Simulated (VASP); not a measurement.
A convergence study with VASP on GaN (wurtzite): one setting is varied, all else stays as given below, so the limit is that of these other settings.

```yaml
crystal:
  lattice:
    - [1.59500, -2.76262, 0.00000]
    - [1.59500, 2.76262, 0.00000]
    - [0.00000, 0.00000, 5.19000]
  atoms:
    - { symbol: Ga, position: [0.66667, 0.33333, 0.50000] }
    - { symbol: Ga, position: [0.33333, 0.66667, 0.00000] }
    - { symbol: N, position: [0.66667, 0.33333, 0.87700] }
    - { symbol: N, position: [0.33333, 0.66667, 0.37700] }
```

All values below come from PBE GGA, VASP's PBE PAW potentials (set 64) (plane waves; VASP). The tightest run used: 700 eV cut-off, 17×17×9 Γ-centred mesh, Gaussian smearing of 0.050 eV, potentials Ga_d N.

### Question
The settings run are 1×1×1 mesh; 2×2×1 mesh; 3×3×2 mesh; 4×4×2 mesh; 5×5×3 mesh; 6×6×3 mesh; 7×7×4 mesh; 8×8×4 mesh; 9×9×5 mesh; 10×10×6 mesh; 11×11×6 mesh; 12×12×7 mesh; 13×13×7 mesh; 14×14×8 mesh; 15×15×8 mesh; 16×16×9 mesh; 17×17×9 mesh. From which on does the stress (every component) stay within 0.1 GPa of the tightest run?

### Answer
From 6×6×3 mesh on: it is off by 0.04 there and by no more than 0.1 in any finer run, while 5×5×3 mesh is off by 0.14.
| setting | E (eV/atom) | pressure (GPa) | irreducible k-points | difference judged (GPa) |
|---|---|---|---|---|
| 1×1×1 mesh | -1.8527 | 33.33 | 1 | 38.67 |
| 2×2×1 mesh | -5.7753 | 3.79 | 2 | 14.65 |
| 3×3×2 mesh | -6.0042 | 5.15 | 6 | 1.28 |
| 4×4×2 mesh | -6.0625 | 4.94 | 8 | 0.40 |
| 5×5×3 mesh | -6.0743 | 4.99 | 10 | 0.14 |
| 6×6×3 mesh | -6.0772 | 5.02 | 14 | 0.04 |
| 7×7×4 mesh | -6.0787 | 5.04 | 24 | 0.02 |
| 8×8×4 mesh | -6.0789 | 5.05 | 30 | 0.02 |
| 9×9×5 mesh | -6.0790 | 5.05 | 36 | 0.02 |
| 10×10×6 mesh | -6.0790 | 5.05 | 56 | 0.02 |
| 11×11×6 mesh | -6.0790 | 5.03 | 64 | 0.00 |
| 12×12×7 mesh | -6.0790 | 5.04 | 76 | 0.00 |
| 13×13×7 mesh | -6.0790 | 5.06 | 84 | 0.03 |
| 14×14×8 mesh | -6.0790 | 5.06 | 120 | 0.02 |
| 15×15×8 mesh | -6.0790 | 5.06 | 135 | 0.03 |
| 16×16×9 mesh | -6.0790 | 5.04 | 150 | 0.00 |
| 17×17×9 mesh | -6.0790 | 5.03 | 165 | 0.00 |

Left out are rungs that failed or repeat a setting and relaxations that didn't move; long series are thinned to 24 rows.

The compound is GaN in the wurtzite structure. The cell was not relaxed at this level.
